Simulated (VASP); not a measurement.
VASP runs on Ru3C (a trial cell in the D03 structure, space group Fm-3m) share one base input (PBE GGA, plane waves, VASP's PBE PAW potentials (set 64)) and change the settings named in each case.

KPOINTS:
```
kpoints
0
Gamma
 6 6 6
0 0 0
```

### INCAR
```
SYSTEM = Ru3C
PREC = Accurate; ENCUT = 520; LREAL = .FALSE.
LASPH = .TRUE.
EDIFF = 1E-6; NELM = 100; ALGO = Normal
LMAXMIX = 4
ISMEAR = 0; SIGMA = 0.05
GGA = PE
ISIF = 2
LWAVE = .FALSE.; LCHARG = .FALSE.
```

**POSCAR**
```
Ru3C
1
    0.0000000000     3.1497990000     3.1497990000
    3.1497990000     0.0000000000     3.1497990000
    3.1497990000     3.1497990000     0.0000000000
C Ru
1 3
Direct
  0.0000000000   0.0000000000   0.0000000000
  0.5000000000   0.5000000000   0.5000000000
  0.2500000000   0.2500000000   0.2500000000
  0.7500000000   0.7500000000   0.7500000000
```

POTCAR, in this order: C Ru_pv (PBE.64 set). Program: vasp_std.

```
change                           E(σ→0) (eV/atom)  pressure (GPa)  −TS (eV)  irreducible k-points
-------------------------------  ----------------  --------------  --------  --------------------
base run                                  -7.4761          -36.10   -0.0043                    16
KPOINTS 1×1×1 Γ-centred mesh              -6.6337          -12.46   -0.0896                     1
KPOINTS 7×7×7 Γ-centred mesh              -7.4708          -35.59   -0.0059                    20
KPOINTS 8×8×8 Γ-centred mesh              -7.4746          -35.84   -0.0064                    29
KPOINTS 9×9×9 Γ-centred mesh              -7.4696          -35.72   -0.0101                    35
KPOINTS 10×10×10 Γ-centred mesh           -7.4711          -35.74   -0.0100                    47
KPOINTS 12×12×12 Γ-centred mesh           -7.4715          -35.76   -0.0088                    72
```

Left out are runs that ran out of time, are held back, or changed the cell or the kind of run, fixed moments of cells without a moment, rows past the twelfth, gaps on odd meshes, pressures of charged cells and columns that move by less than the noise.

The structure was generated: Ru3C was put into the D03 type (Fm-3m), which need not be its known phase. The cell was not relaxed at this level.
